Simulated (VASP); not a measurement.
An input for Quantum ESPRESSO's pw.x (written as the equivalent of a VASP run, and not itself run):

```
&CONTROL
  calculation = 'vc-relax'
  pseudo_dir = './pseudo'
  outdir = './out'
  tprnfor = .true.
  tstress = .true.
  nstep = 30
  forc_conv_thr = 0.00039
/
&SYSTEM
  ibrav = 0
  nat = 2
  ntyp = 1
  ecutwfc = 84
  occupations = 'smearing'
  smearing = 'methfessel-paxton'
  degauss = 0.00735
  input_dft = 'pbe'
  vdw_corr = 'grimme-d3'
  dftd3_version = 3
  dftd3_threebody = .false.
/
&ELECTRONS
  conv_thr = 7.3e-09
  electron_maxstep = 100
/
&IONS
/
&CELL
  cell_dofree = 'shape'
/
ATOMIC_SPECIES
  Ru 101.070 Ru.upf
CELL_PARAMETERS angstrom
     1.3633153   -2.3613315    0.0000000
     1.3633153    2.3613315    0.0000000
     0.0000000    0.0000000    4.2986810
ATOMIC_POSITIONS crystal
  Ru   0.3333330  0.6666670  0.2500000
  Ru   0.6666670  0.3333330  0.7500000
K_POINTS automatic
  15 15 9 0 0 0
```

Question: Translate this input to VASP (INCAR, KPOINTS, POSCAR, choice of POTCAR).

Answer: This is not unique; one that fits is 
**POSCAR**
```
Ru
1.0
  1.3633152769  -2.3613314819   0.0000000000
  1.3633152769   2.3613314819   0.0000000000
  0.0000000000   0.0000000000   4.2986809805
Ru
2
Cartesian
  1.3633152769   0.7871120682   1.0746702451
  1.3633152769  -0.7871120682   3.2240107354
```

### KPOINTS
```
Automatic mesh
0
Gamma
  15 15 9
```

INCAR:
```
# general
SYSTEM  = Ru
PREC    = Accurate
ENCUT   = 520   # plane-wave cut-off (eV)
LREAL   = F   # projection in real space or not
LASPH   = T

# electronic loop
EDIFF   = 1E-7
NELM    = 100
ALGO    = Normal   # blocked Davidson
LMAXMIX = 4

# smearing
ISMEAR  = 1   # Methfessel-Paxton
SIGMA   = 0.1

# functional
GGA     = PE   # PBE
IVDW    = 11   # D3, zero damping

# ions
IBRION  = 2   # conjugate gradients
NSW     = 30   # most ionic steps
ISIF    = 4   # ions and shape, fixed volume
EDIFFG  = -0.01   # ionic stop

# output
LWAVE   = F
LCHARG  = F
```

POTCAR, in this order: Ru_pv (PBE.64 set). Program: vasp_std.

The two are equivalent in intent, not identical: the potentials are each code's own (VASP's PAW set, PseudoDojo norm-conserving files in pw.x), so ENCUT and ecutwfc are chosen apart and not converted; conv_thr bounds pw.x's estimated SCF error, while EDIFF bounds the energy change between steps; forc_conv_thr acts on force components and is met together with etot_conv_thr.

The compound is Ru in the hcp structure. This cell is one point of a volume scan, at 1.03 of the reference volume. Symmetry was kept, so distortions that lower it aren't found.
